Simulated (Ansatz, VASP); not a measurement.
## Cross-check of SnTeSe between VASP and Ansatz

Wanted: the spread between two codes on one cell, functional and k mesh. Of the first pair: The cell is taken from a series of runs on this material, whose earlier steps may have relaxed, scaled, displaced or heated it; both programs get it as it stands.

Method: plane waves, with VASP 6.6.1 beside it; single point at PBE, in Ansatz 0.2.0.

**1. Set-up**

The cell holds 3 atoms: 1 Sn, 1 Se and 1 Te. Cell: a = 3.800 Å, b = 3.800 Å, c = 20.000 Å, α = 90.0°, β = 90.0°, γ = 120.0°. Vacuum lies along c.

Structure file:

```
Sn Se Te
1.0
     3.80000    0.00000    0.00000
    -1.90000    3.29090    0.00000
     0.00000    0.00000   20.00000
Sn Se Te
1 1 1
Cartesian
  0.0000 0.0000 10.0000
  0.0000 2.1939 11.5000
  1.9000 1.0970 8.4000
```

**2. VASP: single point, PBE, pair 1**

With cell and atoms fixed, the geometry can't cause a difference; cores, projectors, grids and the points listed under the comparison can.

Lines of VASP's logs that name or quote its potential files are left out, and so is its time.

INCAR

```
SYSTEM = SnTeSe
PREC = Accurate
ENCUT = 400
EDIFF = 1E-06
NELM = 120
ISMEAR = 0
SIGMA = 0.1
LREAL = .FALSE.
ALGO = Normal
GGA = PE
NBANDS = 19
LORBIT = 11
LWAVE = .FALSE.
LCHARG = .FALSE.
ISIF = 2
LDIPOL = .TRUE.
IDIPOL = 3
DIPOL = 0.5 0.5 0.498
LVHAR = .TRUE.
LASPH = .TRUE.
GGA_COMPAT = .FALSE.
EFERMI = MIDGAP
NELMDL = -8
KPAR = 2
```

POSCAR

```
SnTeSe
1.0
    3.8000000000      0.0000000000      0.0000000000
   -1.9000000000      3.2909000000      0.0000000000
    0.0000000000      0.0000000000     20.0000000000
Sn Se Te
1 1 1
Direct
    0.0000000000      0.0000000000      0.5000000000
    0.3333333333      0.6666666667      0.5750000000
    0.6666666667      0.3333333333      0.4200000000
```

KPOINTS

```
Automatic mesh
0
Gamma
6 6 1
0 0 0
```

The projector-augmented-wave data sets are Sn_d, Se and Te (PBE family, release 64).

Run with:

```bash
$ mpirun -np 2 vasp_std
```

Numbers of over 12 decimals in the logs are rounded to 6 here.

Log:

```text
[banner, memory and clock lines left out]
running    2 mpi-ranks, on    1 nodes
 distrk:  each k-point on    1 cores,    2 groups
 distr:  one band on    1 cores,    1 groups

 POSCAR found type information on POSCAR SnSeTe
 POSCAR found :  3 types and       3 ions
 LDA part: xc-table for (Slater+PW92), standard interpolation
 POSCAR, INCAR and KPOINTS ok, starting setup
 FFT: planning ... GRIDC
 FFT: planning ... GRID_SOFT
 FFT: planning ... GRID
 WAVECAR not read
 entering main loop
       N       E                     dE             d eps       ncg     rms          rms(c)
DAV:   1     0.163012359699E+03    0.16301E+03   -0.10214E+04   306   0.927E+02
DAV:   2     0.472539565042E+01   -0.15829E+03   -0.15578E+03   342   0.223E+02
DAV:   3    -0.101618754473E+02   -0.14887E+02   -0.14846E+02   352   0.862E+01
DAV:   4    -0.105466726507E+02   -0.38480E+00   -0.38442E+00   339   0.151E+01
DAV:   5    -0.105610040119E+02   -0.14331E-01   -0.14331E-01   400   0.259E+00
DAV:   6    -0.105611393757E+02   -0.13536E-03   -0.13536E-03   347   0.229E-01
DAV:   7    -0.105611467730E+02   -0.73973E-05   -0.73975E-05   411   0.494E-02
DAV:   8    -0.105611468747E+02   -0.10164E-06   -0.10125E-06   355   0.600E-03    0.814E+00
DAV:   9    -0.103404817753E+02    0.22067E+00   -0.61533E-01   398   0.683E+00    0.490E+00
DAV:  10    -0.103190035655E+02    0.21478E-01   -0.34881E-01   298   0.397E+00    0.113E+00
DAV:  11    -0.103152654112E+02    0.37382E-02   -0.37770E-02   353   0.148E+00    0.406E-01
DAV:  12    -0.103133819525E+02    0.18835E-02   -0.60294E-03   361   0.703E-01    0.229E-01
DAV:  13    -0.103133109215E+02    0.71031E-04   -0.18901E-03   342   0.212E-01    0.845E-02
DAV:  14    -0.103133052817E+02    0.56398E-05   -0.23583E-04   353   0.108E-01    0.454E-02
[...]
DAV:  19    -0.103135138562E+02   -0.54452E-04   -0.52031E-06   235   0.622E-03    0.161E-03
DAV:  20    -0.103135195445E+02   -0.56884E-05   -0.49479E-07   296   0.274E-03    0.925E-04
DAV:  21    -0.103135262394E+02   -0.66949E-05   -0.20595E-07   265   0.146E-03    0.424E-04
DAV:  22    -0.103135303548E+02   -0.41154E-05   -0.26388E-07   288   0.156E-03    0.446E-04
DAV:  23    -0.103135327901E+02   -0.24353E-05   -0.60989E-08   286   0.945E-04    0.164E-04
DAV:  24    -0.103135345668E+02   -0.17767E-05   -0.27254E-08   283   0.531E-04    0.192E-04
DAV:  25    -0.103135355817E+02   -0.10149E-05   -0.23823E-08   235   0.456E-04    0.996E-05
DAV:  26    -0.103135361664E+02   -0.58472E-06   -0.13753E-08   258   0.300E-04
   1 F= -.10313536E+02 E0= -.10312352E+02  d E =-.236814E-02
```

Parts of OUTCAR (step 2):

```text
ion  position               nearest neighbor table
   1  0.000  0.000  0.500-   2 2.66   2 2.66   2 2.66   3 2.72   3 2.72   3 2.72
   2  0.333  0.667  0.575-   1 2.66   1 2.66   1 2.66
   3  0.667  0.333  0.420-   1 2.72   1 2.72   1 2.72

  LATTYP: Found a hexagonal cell.
 ALAT       =     3.8000000000
 C/A-ratio  =     5.2631578947

 Subroutine GETGRP returns: Found  6 space group operations
 (whereof  6 operations were pure point group operations)

The static configuration has the point symmetry C_3v.

 Found      7 irreducible k-points:

   k-points           NKPTS =      7   k-points in BZ     NKDIM =      7   number of bands    NBANDS=     19

   dimension x,y,z NGX =    28 NGY =   28 NGZ =  140
   dimension x,y,z NGXF=    56 NGYF=   56 NGZF=  280

   ENCUT  =  400.0 eV  29.40 Ry    5.42 a.u.   6.20  6.20 32.61*2*pi/ulx,y,z

   NELECT =      26.0000    total number of electrons

 k-points in reciprocal lattice and weights: Automatic mesh
   0.00000000  0.00000000  0.00000000       0.028
   0.16666667 -0.00000000  0.00000000       0.167
   0.33333333  0.00000000  0.00000000       0.167
   0.50000000  0.00000000  0.00000000       0.083
   0.16666667  0.16666667  0.00000000       0.167
   0.33333333  0.16666667  0.00000000       0.333
   0.33333333  0.33333333  0.00000000       0.056

 dipolmoment           0.000000      0.000000      0.038137 electrons x Angstroem

 average (electrostatic) potential at core
       1-108.9095       2 -59.5061       3 -95.5780

 E-fermi :  -1.5537

 k-point     1 :       0.0000    0.0000    0.0000
  band No.  band energies     occupation
    ...
      9      -3.2339      2.00000
     10      -2.7102      2.00000
     11      -2.7102      2.00000
     12      -1.6799      1.92567
     13      -1.6799      1.92567
     14      -0.1209      0.00000
     15       1.3752      0.00000
     16       2.2910      0.00000
     17       2.2910      0.00000
     18       2.9108      0.00000
    ...

 k-point     2 :       0.1667   -0.0000    0.0000
  band No.  band energies     occupation
    ...
      9      -4.6002      2.00000
     10      -3.4307      2.00000
     11      -3.2832      2.00000
     12      -3.0194      2.00000
     13      -1.7185      1.98022
     14       0.4496      0.00000
     15       1.8254      0.00000
     16       3.0343      0.00000
     17       3.0506      0.00000
     18       3.4959      0.00000
    ...

 k-point     3 :       0.3333    0.0000    0.0000
  band No.  band energies     occupation
    ...
      9      -6.2998      2.00000
     10      -4.5486      2.00000
     11      -4.3375      2.00000
     12      -2.7396      2.00000
     13      -2.0379      2.00000
     14      -0.8250      0.00000
     15       2.1766      0.00000
     16       2.8135      0.00000
     17       3.8076      0.00000
     18       4.1184      0.00000
    ...

  Total        7.1770080      7.1770231      7.1298269      0.0000000     -0.0000000      0.0000000
  in kB       45.9754233     45.9755201     45.6731844      0.0000000     -0.0000000      0.0000000
  external PRESSURE =      45.8747093 kB  Pullay stress =       0.0000000 kB

  energy-cutoff  :      400.00
  volume of cell :      250.11
      direct lattice vectors                 reciprocal lattice vectors
     3.800000000  0.000000000  0.000000000     0.263157895  0.151934121  0.000000000
    -1.900000000  3.290900000  0.000000000     0.000000000  0.303868243  0.000000000
     0.000000000  0.000000000 20.000000000     0.000000000  0.000000000  0.050000000

 POSITION                                       TOTAL-FORCE (eV/Angst)
 -----------------------------------------------------------------------------------
      0.00000      0.00000     10.00000        -0.000000      0.000000      1.490340
     -0.00000      2.19393     11.50000        -0.000000     -0.000000      1.539112
      1.90000      1.09697      8.40000         0.000000      0.000000     -3.029452
 -----------------------------------------------------------------------------------
    total drift:                                0.000000     -0.000017      0.000243

  FREE ENERGIE OF THE ION-ELECTRON SYSTEM (eV)
  ---------------------------------------------------
  free  energy   TOTEN  =       -10.3135361664 eV

  energy  without entropy=      -10.3111680287  energy(sigma->0) =      -10.31235210

 vacuum level on the upper side and lower side of the slab         3.932         3.381

 total charge
# of ion       s       p       d       tot
------------------------------------------
    1        1.061   1.191  10.146  12.399
    2        1.480   2.355   0.031   3.866
    3        1.392   2.093   0.043   3.528
--------------------------------------------------
tot          3.933   5.639  10.220  19.792

[... 3 further parts left out ...]
```

The run ends at a pressure of 4.59 GPa, with forces up to 3.0 eV/Å.

**3. Ansatz: single point, PBE, pair 1**

Ansatz runs on its PAW soft_1 files.

The same cell, functional, mesh and smearing now go to Ansatz, which takes its cutoff from its data sets.

input.yaml

```yaml
crystal:
  lattice:
    - [3.8, 0.0, 0.0]
    - [-1.9, 3.2909, 0.0]
    - [0.0, 0.0, 20.0]
  atoms:
    - { symbol: Sn, position: [0.0, 0.0, 0.5] }
    - { symbol: Se, position: [0.333333, 0.666667, 0.575] }
    - { symbol: Te, position: [0.666667, 0.333333, 0.42] }
  periodic: [true, true, false]
kpoints:
  mp_grid: { grid: [6, 6, 1] }
hamiltonian:
  xc: pbe
  pseudopotentials: { kind: paw, azcp: { folder: soft_1 } }
scf:
  occupations: { method: gaussian, width: 0.1 }
output:
  forces: true
  stress: true
  eigenvalues: true
```

Run with:

```bash
$ ansatz run input.yaml --threads 8 --pin off --max-ram 16384MiB --backend cpu --events-out ev --progress --plain --runs-dir out
```

Log:

```text
Warning: crystal.periodic: the lattice vector that does not repeat stood 0.000° off the slab's normal, 20.000 Å along it as the deck builds it. The run solves the slab on a vector along the normal, 30.000 Å long, with every atom where it was (on the deck's vector they left 16.90 Å outside them, and the widest stretch free of ions among them is 1.60 Å). A fractional position that the run reports is one of the run's ce [...]
Warning: the atoms were moved onto the symmetric positions of the space group found under crystal.symmetry.tolerance 1.0e-5 (fractional; no operation is sought that the atoms, as they stand in a round, miss by more than twice it, and no atom is moved by as much as it), and the run uses the moved positions. Before a round's move an operation carried an atom to 3.80e-6 Å from where it should land, the largest such dist [...]
crystal.periodic: the lattice vector that does not repeat stood 0.000° off the slab's normal, 20.000 Å along it as the deck builds it. The run solves the slab on a vector along the normal, 30.000 Å long, with every atom where it was (on the deck's vector they left 16.90 Å outside them, and the widest stretch free of ions among them is 1.60 Å). A fractional position that the run reports is one of the run's cell, which [...]
Engine: ansatz 0.2.0, x86_64-unknown-linux-gnu
Pseudopotentials: kind: paw
Pseudopotential: Sn, paw, valence charge 14, recommended cutoff 420 eV (normal), soft_1/Sn.paw.azcp
Pseudopotential: Se, paw, valence charge 16, recommended cutoff 420 eV (normal), soft_1/Se.paw.azcp
Pseudopotential: Te, paw, valence charge 16, recommended cutoff 420 eV (normal), soft_1/Te.paw.azcp
Functional definition: PBE
  parameter kappa = 0.804
  parameter beta = 0.066725
  exchange = pbe_x(kappa = kappa, mu = beta*pi^2/3)
  correlation = pbe_c(beta = beta)
Crystal: 3 atoms, lattice volume = 375.163 Å³
Basis set: ecut = 420 eV, 7313 PW (Γ), exchange–correlation on 54×54×432 points (8 copies of the dense FFT grid, shifted against one another)
Bands: 28, of which v1, the nominal top of the filled ones, is band 23 counted from 1 (22 counted from 0)
Symmetry: 6 space group operations
Space group: P3m1 (ITA 156), of the structure as read, at distance tolerance 7.2e-5 Å
k-points: 7 of 36 (time reversal used)
Non-local potential: Sn, projectors of the file, l = 0: 2, l = 1: 2, l = 2: 2, l = 3: 1
Non-local potential: Se, projectors of the file, l = 0: 2, l = 1: 2, l = 2: 3, l = 3: 1
Non-local potential: Te, projectors of the file, l = 0: 2, l = 1: 2, l = 2: 2, l = 3: 1
PAW form: soft (Blöchl's): semilocal exchange-correlation on the pseudo side does not see the compensation charge
PAW one-centre angular grid: Sn, 590 points (default); XC on 64 Gauss nodes
PAW one-centre angular grid: Se, 590 points (default); XC on 64 Gauss nodes
PAW one-centre angular grid: Te, 590 points (default); XC on 64 Gauss nodes
Initial density: superposition of atomic densities (neutral atoms: chi_scale 0, normalization atom)
Initial wavefunctions: pseudopotential atomic-orbital guess
Functional: x = pbe(κ = 0.804, μ = 0.219515), c = pbe(β = 0.066725)
iter 1 solved again at ethr=2.27e-3 eV; its pass at ethr=3.10e-3 eV (dr2=1.04e0 eV) is discarded
SCF iter   1: F=—  HF=-18473.483949 eV  |F-HF|=—  |Δ(HF+E_count)|=         —  Δρ=1.32e-2  dr2=1.06e0  ethr=2.27e-3  ⟨swp⟩=1.3  Hψ=1765  notcnv=0
preconditioner: auto → LDOS  [insulator: Δε(μ)=0.289 eV  Ē_g=9.884 eV  σ=0.100 eV  W_gap=0.96  n_scr=36 (ndim 8)  ℏωp=7.7 eV  f_vac=0.761  D(μ)=0.19/eV (n_scr^D=2)  ε∞_Penn≈1.6  β→1.0]
SCF iter   2: F=—  HF=-18473.556685 eV  |F-HF|=—  |Δ(HF+E_count)|=   7.27e-2  Δρ=9.46e-3  dr2=1.91e0  ethr=2.27e-3  ⟨swp⟩=5.0  Hψ=632  notcnv=0  defer=5
SCF iter   3: F=—  HF=-18473.265307 eV  |F-HF|=—  |Δ(HF+E_count)|=   2.91e-1  Δρ=1.78e-3  dr2=1.71e-2  ethr=2.27e-3  ⟨swp⟩=4.7  Hψ=515  notcnv=0  defer=6
SCF iter   4: F=—  HF=-18473.270166 eV  |F-HF|=—  |Δ(HF+E_count)|=   4.86e-3  Δρ=8.16e-4  dr2=9.49e-3  ethr=3.72e-5  ⟨swp⟩=4.0  Hψ=517  notcnv=0  defer=6
SCF iter   5: F=—  HF=-18473.268132 eV  |F-HF|=—  |Δ(HF+E_count)|=   2.03e-3  Δρ=1.78e-4  dr2=5.94e-4  ethr=2.06e-5  ⟨swp⟩=3.1  Hψ=385  notcnv=0  defer=6
SCF iter   6: F=—  HF=-18473.268101 eV  |F-HF|=—  |Δ(HF+E_count)|=   3.14e-5  Δρ=6.23e-5  dr2=5.06e-5  ethr=1.29e-6  ⟨swp⟩=2.4  Hψ=287  notcnv=0  defer=6
SCF iter   7: F=—  HF=-18473.268132 eV  |F-HF|=—  |Δ(HF+E_count)|=   3.12e-5  Δρ=1.74e-5  dr2=1.93e-6  ethr=1.10e-7  ⟨swp⟩=3.3  Hψ=338  notcnv=0  defer=6
SCF iter   8: F=—  HF=-18473.268133 eV  |F-HF|=—  |Δ(HF+E_count)|=   7.18e-7  Δρ=7.72e-6  dr2=2.81e-7  ethr=4.19e-9  ⟨swp⟩=3.4  Hψ=425  notcnv=0  defer=6
SCF iter   9: F=-18473.268133 eV  HF=-18473.268133 eV  |F-HF|=9.96e-9  |Δ(HF+E_count)|=   2.00e-8  Δρ=2.07e-6  dr2=2.16e-8  ethr=2.17e-10  ⟨swp⟩=18.3  Hψ=1302  notcnv=0
SCF 1 converged in 9 iterations: F = -18473.268133 eV  dr2 = 2.16e-8
  greatest PAW one-centre occupation: 1.000 electrons in one spin orbital (limit 2), on the Se atom at site 1 (counted from 0), in its partial waves of l = 2
SCF converged after 9 iterations
Free energy (F): -18473.268133 eV
Harris-Foulkes:  -18473.268133 eV  (|F-HF|=9.96e-9)
Internal energy: -18473.265903 eV  (E = F + TS)
E sigma→0 (E₀):  -18473.267018 eV
Entropy (-TS):   -0.002230 eV (-0.743 meV/atom)
Fermi energy:    -5.200907 eV
--- Per-component energies (eV) ---
  E_band       = -1381.747801
  E_kinetic    = 458.672916
  E_local      = -95542.647038  (includes V_loc(G=0)·N_el)
  E_nonlocal   = -141.482672
  E_hartree    = 47516.136095
  E_xc         = -335.309777
  E_vxc        = -275.261939  (∫ρ·V_xc dr)
  E_paw        = -11174.464134  (= ΣΔE_a)
  E_vpaw       = -913.303143  (= ΣTr[D̂ρ^β])
  E_aug_tail   = -0.000001  (compensation charges beyond the density's cutoff)
  E_ewald      = 40745.828709
  E_smearing   = -0.002230  (= −TS)
  E_closure    = 0.000000  (closes the sum)
  Σ components = -18473.268133   (vs F -18473.268133, Δ=0.00e0)
--- Forces (eV/Å), atoms counted from 1 ---
  atom   1  Sn     0.00000000     0.00000000     1.48088123
  atom   2  Se     0.00000000     0.00000000     1.51655174
  atom   3  Te    -0.00000000    -0.00000000    -2.99743669
  max |Σ_I F_I| component: 3.72e-6 eV/Å
--- 2D stress c σ (N/m, compression-positive) ---
        9.142041       0.000000       0.000000
        0.000000       9.142041       0.000000
        0.000000       0.000000       0.000000
  P = ½ c Tr σ = 9.1420 N/m
--- Band table (eV; the first three rows and the last of 7) ---
  k-point 0: bands = [... 19 lower, -6.3582, -6.3582, -5.3277, -5.3277, -3.7654, -2.2565 (-2.2565°), -1.3469, -1.3469, ... 1 higher]
  k-point 1: bands = [... 19 lower, -7.0751, -6.9346, -6.6711, -5.3692, -3.1985, -1.8168 (-1.8168°), -0.6058 (-0.6058°), -0.6003, ... 1 higher]
  k-point 2: bands = [... 19 lower, -8.2015, -7.9794, -6.3959, -5.6896, -4.4723, -1.4604, -0.8265, 0.1644, ... 1 higher]
  k-point 6: bands = [... 19 lower, -9.6567, -9.4673, -6.6736, -6.4104, -3.7268, -0.7658, 0.1469, 0.7876, ... 1 higher]
  ° read free of the cell's end (the report's vacuum.weakly_bound_levels)
```

**4. Side by side**

Known differences besides the potentials themselves: Ansatz cuts the interaction across the vacuum, VASP repeats the sheet with a dipole correction; the data sets hold 46 valence electrons in Ansatz (on its PAW soft_1 files) and 26 in VASP; the cutoff is 420 eV in Ansatz and 400 eV in VASP. Total energies have different zeros and are not compared.

Compared:

```
              quantity  Ansatz   VASP  difference
gap on the k mesh (eV)   0.249  0.246      +0.003
```

Forces (eV/Å; atoms numbered as in POSCAR):

```csv
atom,"Ansatz x, y, z","VASP x, y, z"
Sn1,"0.000, 0.000, 1.481","0.000, 0.000, 1.490"
Se2,"0.000, 0.000, 1.517","0.000, 0.000, 1.539"
Te3,"0.000, 0.000, -2.997","0.000, 0.000, -3.029"
```

The forces differ by 13 meV/Å r.m.s., which is 1.1 % of the r.m.s. force of 1.237 eV/Å (both taken over all components). A gap on the mesh is an upper bound, since the band edges may lie between its points. With vacuum in the cell, a pressure given here is an average over mostly empty space and none of the material.

**5. Ansatz: relaxation, PBE**

The two programs are compared at the cell with which this relaxation starts, whose forces are those of its first step.

The structure compared here is the start of the Ansatz relaxation; VASP solves that cell, so the two are compared at the walk's first step.

input.yaml, the sections that differ from step 3:

```yaml
crystal:
  lattice:
    - [3.8728339103, 0.0, 0.0]
    - [-1.9364169551, 3.353972551, 0.0]
    - [0.0, 0.0, 30.0]
  atoms:
    - { symbol: Sn, position: [0.0, 0.0, 0.3355929058] }
    - { symbol: Se, position: [0.3333333333, 0.6666666667, 0.3882739387] }
    - { symbol: Te, position: [0.6666666667, 0.3333333333, 0.2727998221] }
  periodic: [true, true, false]
kpoints:
  mp_grid: { grid: [12, 12, 1] }
scf:
  occupations: { method: methfessel_paxton, width: 0.2 }
relax:
  adjacent_minimum: "off"
  f_tol: 0.001
  max_steps: 60
# hamiltonian, output: as in step 3
```

Log:

```text
[...]
--- Relaxed structure (5 steps of the walk, 4 accepted, 0 SCFs on fresh bases) ---
  F+E_penalty+E_count = -18473.90933303 eV   max|allowed force component| = 4.503e-5 eV/Å
  cell:  # Å, volume = 389.6814 Å³
    - [3.872834, -2.8867491355311285e-11, 0.0]
    - [-1.936417, 3.353973, 0.0]
    - [0.0, 0.0, 30.0]
  atoms:
    - { symbol: Sn, position: [0, 0, 0.335738] }
    - { symbol: Se, position: [0.333333, 0.666667, 0.388760] }
    - { symbol: Te, position: [0.666667, 0.333333, 0.272169] }
[key lines of the parts left out:]
SCF converged after 4 iterations
Free energy (F): -18473.909333 eV
Fermi energy:    -4.949585 eV
P = ½ c Tr σ = 1.9711 N/m
```

[end of part 1 of 2]

[Lines on the potential files, build, host, timing and source positions are cut from VASP's logs without a mark.]

[Logs are printed without paths, hosts, clocks, repeated set-up lines and the standing remarks that a program may print on its own settings, such as how far it seeks lower states.]

[Hosts, paths, dates, database ids (printed as entryN), source tags and the programs' standing remarks are cut or masked in the printed files.]
